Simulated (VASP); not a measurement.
Output of a VASP run:

File OSZICAR:
```
       N       E                     dE             d eps       ncg     rms          rms(c)
DAV:   1     0.109379966120E+03    0.10938E+03   -0.76303E+03  4752   0.128E+03
DAV:   2    -0.118311034836E+02   -0.12121E+03   -0.10901E+03  5068   0.399E+02
DAV:   3    -0.192841873318E+02   -0.74531E+01   -0.69118E+01  5848   0.800E+01
DAV:   4    -0.194702940931E+02   -0.18611E+00   -0.18465E+00  4980   0.131E+01
DAV:   5    -0.194726131409E+02   -0.23190E-02   -0.23189E-02  5620   0.120E+00    0.226E+01
DAV:   6    -0.183867834747E+02    0.10858E+01   -0.12213E+00  5100   0.104E+01    0.102E+01
DAV:   7    -0.180792124009E+02    0.30757E+00   -0.81171E-01  5464   0.830E+00    0.504E-01
DAV:   8    -0.180733770800E+02    0.58353E-02   -0.71819E-03  4884   0.698E-01    0.291E-01
DAV:   9    -0.180711002627E+02    0.22768E-02   -0.16211E-03  5092   0.479E-01    0.595E-02
DAV:  10    -0.180711378489E+02   -0.37586E-04   -0.64452E-05  5312   0.809E-02    0.990E-03
DAV:  11    -0.180711031727E+02    0.34676E-04   -0.69975E-06  4964   0.321E-02    0.951E-04
DAV:  12    -0.180711017034E+02    0.14693E-05   -0.15106E-07  4140   0.420E-03    0.730E-04
DAV:  13    -0.180711014305E+02    0.27289E-06   -0.11184E-08  2496   0.112E-03    0.170E-04
DAV:  14    -0.180711013992E+02    0.31265E-07   -0.36211E-09  2448   0.753E-04
   1 F= -.18071101E+02 E0= -.18071101E+02  d E =0.000000E+00
```

### OUTCAR
```
------------------------ aborting loop because EDIFF is reached ----------------------------------------
  FORCE on cell =-STRESS in cart. coord.  units (eV):
  Direction    XX          YY          ZZ          XY          YZ          ZX
  --------------------------------------------------------------------------------------
  Total       -0.0321611     -0.0321611      0.0409950      0.0000000      0.0000000      0.0000000
  in kB       -1.8180499     -1.8180493      2.3174268      0.0000000      0.0000000      0.0000000
  external PRESSURE =      -0.4395575 kB  Pullay stress =       0.0000000 kB
  volume of cell :       28.34
      direct lattice vectors                 reciprocal lattice vectors
     1.374224401 -2.380226125  0.000000000     0.363841596 -0.210064075  0.000000000
     1.374224401  2.380226125  0.000000000     0.363841596  0.210064075  0.000000000
     0.000000000  0.000000000  4.332410495     0.000000000  0.000000000  0.230818386
 POSITION                                       TOTAL-FORCE (eV/Angst)
 -----------------------------------------------------------------------------------
      1.37422      0.79341      1.08310        -0.000000      0.000000      0.000000
      1.37422     -0.79341      3.24931         0.000000      0.000000      0.000000
 -----------------------------------------------------------------------------------
    total drift:                               -0.000000      0.000024     -0.000020
  FREE ENERGIE OF THE ION-ELECTRON SYSTEM (eV)
  ---------------------------------------------------
  free  energy   TOTEN  =       -18.0711013992 eV

  energy  without entropy=      -18.0711013992  energy(sigma->0) =      -18.07110140

 total charge

# of ion       s       p       d       tot
------------------------------------------
    1        0.656   0.770   6.024   7.450
    2        0.656   0.770   6.024   7.450
--------------------------------------------------
tot          1.312   1.539  12.049  14.900
```
(Selected blocks of OUTCAR.)

### POSCAR
```
Os
1
    1.3742244014    -2.3802261248     0.0000000000
    1.3742244014     2.3802261248    -0.0000000000
    0.0000000000     0.0000000000     4.3324104946
Os
2
Direct
  0.3333330000   0.6666670000   0.2500000000
  0.6666670000   0.3333330000   0.7500000000
```

Question: Write an INCAR and KPOINTS that could have produced this output.

Answer: This is not unique; one that fits is the input of the run itself, optB86b-vdW, plane waves, VASP's PBE PAW potentials (set 64).

INCAR:
```
# general
SYSTEM  =Os
PREC    =Accurate
ENCUT   =520
LREAL   =F
LASPH   =T

# electronic loop
EDIFF   =1E-7
NELM    =100
ALGO    =Normal
LMAXMIX =6

# smearing
ISMEAR  =-5

# functional
GGA     =MK
LUSE_VDW=T
AGGAC   =0.0
PARAM1  =0.1234
PARAM2  =1.0

# ions
ISIF    =2

# output
LWAVE   =F
LCHARG  =T
LORBIT  =11
NEDOS   =601
```

### KPOINTS
```
Automatic mesh
0
Gamma
17 17 10
0 0 0
```

POTCAR, in this order: Os (PBE.64 set). Program: vasp_std.

For a metal the tetrahedron method with Blöchl corrections gives inexact stress and forces.

The compound is Os in the hcp structure. It was relaxed first.
